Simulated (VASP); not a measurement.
Method: optB88-vdW, VASP's PBE PAW potentials (set 64) (plane waves; VASP 6.6.1).

The input files of a VASP run:

### POSCAR
```
CrO2
1.0
  4.3922610793   0.0000000000   0.0000000000
  0.0000000000   4.3922610793   0.0000000000
  0.0000000000   0.0000000000   2.8934801377
Cr O
2 4
Direct
  0.0000000000   0.0000000000   0.0000000000
  0.5000000000   0.5000000000   0.5000000000
  0.3034300090   0.3034300090   0.0000000000
  0.8034300090   0.1965699910   0.5000000000
  0.1965699910   0.8034300090   0.5000000000
  0.6965699910   0.6965699910   0.0000000000
```

**INCAR**
```
EDIFF = 1E-6   # SCF stop (eV)
LORBIT = 10
PARAM2 = 0.22
EDIFFG = -0.02   # ionic stop
AGGAC = 0.0
LWAVE = .FALSE.
MAGMOM = 2*2.5 4*0.0
PREC = Accurate
ISIF = 3   # ions, shape and volume
ALGO = Normal
LREAL = .FALSE.
SIGMA = 0.1   # width (eV)
PARAM1 = 0.1833333333
LCHARG = .FALSE.
ISMEAR = 1   # Methfessel-Paxton
ENCUT = 520
NELM = 100   # most electronic steps
NSW = 60
LMAXMIX = 4   # l cut-off of mixed one-centre charges
GGA = BO
ISPIN = 2
LUSE_VDW = .TRUE.
IBRION = 2
SYSTEM = CrO2
LASPH = .TRUE.   # aspherical one-centre terms
```

### KPOINTS
```
Regular mesh
0
Gamma
6 6 10
0 0 0
```

POTCAR, in this order: Cr_pv O (PBE.64 set). Program: vasp_std.

The resulting files:

**OSZICAR**
```
       N       E                     dE             d eps       ncg     rms          rms(c)
DAV:   1     0.622588343816E+03    0.62259E+03   -0.26628E+04  7440   0.174E+03
DAV:   2     0.794532196915E+01   -0.61464E+03   -0.56908E+03  8256   0.517E+02
DAV:   3    -0.531805983734E+02   -0.61126E+02   -0.59959E+02  8258   0.168E+02
DAV:   4    -0.545703628201E+02   -0.13898E+01   -0.13657E+01  9044   0.253E+01
DAV:   5    -0.546021863358E+02   -0.31824E-01   -0.31814E-01  9073   0.367E+00    0.430E+01
DAV:   6    -0.461497357018E+02    0.84525E+01   -0.13050E+02  8360   0.995E+01    0.389E+01
DAV:   7    -0.409178935536E+02    0.52318E+01   -0.86257E+01  8792   0.101E+02    0.196E+01
DAV:   8    -0.388366024599E+02    0.20813E+01   -0.63393E+00  7972   0.229E+01    0.792E+00
DAV:   9    -0.382913036434E+02    0.54530E+00   -0.18568E+00  9639   0.130E+01    0.241E+00
DAV:  10    -0.383112515475E+02   -0.19948E-01   -0.19698E-01  8052   0.366E+00    0.150E+00
DAV:  11    -0.383112011915E+02    0.50356E-04   -0.31660E-02  9399   0.187E+00    0.639E-01
DAV:  12    -0.383093832630E+02    0.18179E-02   -0.70648E-03 10261   0.757E-01    0.267E-01
DAV:  13    -0.383091403649E+02    0.24290E-03   -0.77779E-04  8984   0.306E-01    0.107E-01
DAV:  14    -0.383090850014E+02    0.55363E-04   -0.27303E-04  8884   0.157E-01    0.480E-02
DAV:  15    -0.383090881519E+02   -0.31505E-05   -0.46105E-05  9675   0.537E-02    0.291E-02
DAV:  16    -0.383090827052E+02    0.54467E-05   -0.12588E-05  9208   0.396E-02    0.105E-02
DAV:  17    -0.383090815488E+02    0.11564E-05   -0.23632E-06  7021   0.143E-02    0.463E-03
DAV:  18    -0.383090815390E+02    0.97989E-08   -0.35446E-07  4204   0.645E-03
   1 F= -.38309082E+02 E0= -.38309477E+02  d E =-.383091E+02  mag=     4.0000
       N       E                     dE             d eps       ncg     rms          rms(c)
DAV:   1    -0.398506690583E+02   -0.15416E+01   -0.36022E+01  7440   0.635E+01    0.121E+01
DAV:   2    -0.394995032232E+02    0.35117E+00   -0.10521E+01  8184   0.397E+01    0.120E+01
DAV:   3    -0.383363992489E+02    0.11631E+01   -0.26862E+00  8422   0.174E+01    0.312E+00
DAV:   4    -0.383113551822E+02    0.25044E-01   -0.65563E-01  7440   0.442E+00    0.156E+00
DAV:   5    -0.382920246330E+02    0.19331E-01   -0.94401E-02 10235   0.269E+00    0.586E-01
DAV:   6    -0.382897994152E+02    0.22252E-02   -0.11031E-02  8022   0.937E-01    0.353E-01
DAV:   7    -0.382886995873E+02    0.10998E-02   -0.41206E-03  9446   0.438E-01    0.725E-02
DAV:   8    -0.382887177600E+02   -0.18173E-04   -0.44743E-04  8483   0.196E-01    0.538E-02
DAV:   9    -0.382887210933E+02   -0.33333E-05   -0.23594E-05 11160   0.256E-02    0.332E-02
DAV:  10    -0.382887207500E+02    0.34332E-06   -0.59743E-06  7766   0.157E-02
   2 F= -.38288721E+02 E0= -.38289190E+02  d E =0.203608E-01  mag=     4.0000
       N       E                     dE             d eps       ncg     rms          rms(c)
DAV:   1    -0.388133997296E+02   -0.52468E+00   -0.11225E+01  7440   0.345E+01    0.666E+00
DAV:   2    -0.385121600215E+02    0.30124E+00   -0.19100E+00  7688   0.162E+01    0.493E+00
DAV:   3    -0.383765556937E+02    0.13560E+00   -0.78941E-01  8908   0.944E+00    0.221E+00
DAV:   4    -0.383426243028E+02    0.33931E-01   -0.19891E-01  7675   0.441E+00    0.485E-01
DAV:   5    -0.383412028111E+02    0.14215E-02   -0.82223E-03  8470   0.835E-01    0.256E-01
DAV:   6    -0.383405878420E+02    0.61497E-03   -0.18390E-03  9070   0.319E-01    0.962E-02
DAV:   7    -0.383405340052E+02    0.53837E-04   -0.42072E-04  8266   0.130E-01    0.315E-02
DAV:   8    -0.383405379722E+02   -0.39670E-05   -0.44028E-05 10959   0.363E-02    0.249E-02
DAV:   9    -0.383405377057E+02    0.26652E-06   -0.36765E-06  7523   0.121E-02
   3 F= -.38340538E+02 E0= -.38340948E+02  d E =-.314562E-01  mag=     4.0000
```

### OUTCAR
```
------------------------ aborting loop because EDIFF is reached ----------------------------------------
  FORCE on cell =-STRESS in cart. coord.  units (eV):
  Direction    XX          YY          ZZ          XY          YZ          ZX
  --------------------------------------------------------------------------------------
  Total        0.0312371      0.0312371     -0.0791932      0.0000000      0.0000000      0.0000000
  in kB        0.8741021      0.8741021     -2.2160483      0.0000000      0.0000000      0.0000000
  external PRESSURE =      -0.1559480 kB  Pullay stress =       0.0000000 kB
  volume of cell :       57.26
      direct lattice vectors                 reciprocal lattice vectors
     4.426697722  0.000000000  0.000000000     0.225902030 -0.000000000  0.000000000
     0.000000000  4.426697722  0.000000000    -0.000000000  0.225902030  0.000000000
     0.000000000  0.000000000  2.921861698     0.000000000  0.000000000  0.342247547
 POSITION                                       TOTAL-FORCE (eV/Angst)
 -----------------------------------------------------------------------------------
      0.00000      0.00000      0.00000         0.000000      0.000000      0.000000
      2.21335      2.21335      1.46093         0.000000      0.000000      0.000000
      1.34109      1.34109      0.00000         0.007727      0.007727      0.000000
      3.55443      0.87226      1.46093         0.007727     -0.007727      0.000000
      0.87226      3.55443      1.46093        -0.007727      0.007727      0.000000
      3.08561      3.08561      0.00000        -0.007727     -0.007727      0.000000
 -----------------------------------------------------------------------------------
    total drift:                                0.000000      0.000000     -0.000000
  FREE ENERGIE OF THE ION-ELECTRON SYSTEM (eV)
  ---------------------------------------------------
  free  energy   TOTEN  =       -38.3405377057 eV

  energy  without entropy=      -38.3417673653  energy(sigma->0) =      -38.34094759

 total charge

# of ion       s       p       d       tot
------------------------------------------
    1        0.342   6.456   4.025  10.823
    2        0.342   6.456   4.025  10.823
    3        1.565   3.467   0.000   5.032
    4        1.565   3.467   0.000   5.032
    5        1.565   3.467   0.000   5.032
    6        1.565   3.467   0.000   5.032
--------------------------------------------------
tot          6.946  26.781   8.050  41.777

 magnetization (x)

# of ion       s       p       d       tot
------------------------------------------
    1        0.018   0.029   2.023   2.071
    2        0.018   0.029   2.023   2.071
    3       -0.002  -0.062   0.000  -0.064
    4       -0.002  -0.062   0.000  -0.064
    5       -0.002  -0.062   0.000  -0.064
    6       -0.002  -0.062   0.000  -0.064
--------------------------------------------------
tot          0.027  -0.188   4.046   3.885

 reached required accuracy - stopping structural energy minimisation
```
(Selected blocks of OUTCAR.)

CONTCAR:
```
CrO2
   1.00000000000000
     4.4266977220061676    0.0000000000000000    0.0000000000000000
     0.0000000000000000    4.4266977220061676    0.0000000000000000
     0.0000000000000000    0.0000000000000000    2.9218616980607997
  Cr              O
     2     4
Direct
     0.0000000000000000    0.0000000000000000    0.0000000000000000
     0.5000000000000000    0.5000000000000000    0.5000000000000000
     0.3029539937554121    0.3029539937554121    0.0000000000000000
     0.8029539937554120    0.1970460062445879    0.5000000000000000
     0.1970460062445879    0.8029539937554120    0.5000000000000000
     0.6970460062445880    0.6970460062445880    0.0000000000000000
```

Energy and stress use the plane-wave basis of the starting cell. The moments were started parallel, and other spin orders were not tried in this run.

The compound is CrO2 in the rutile structure. This run relaxes it. Symmetry was kept, so distortions that lower it aren't found.
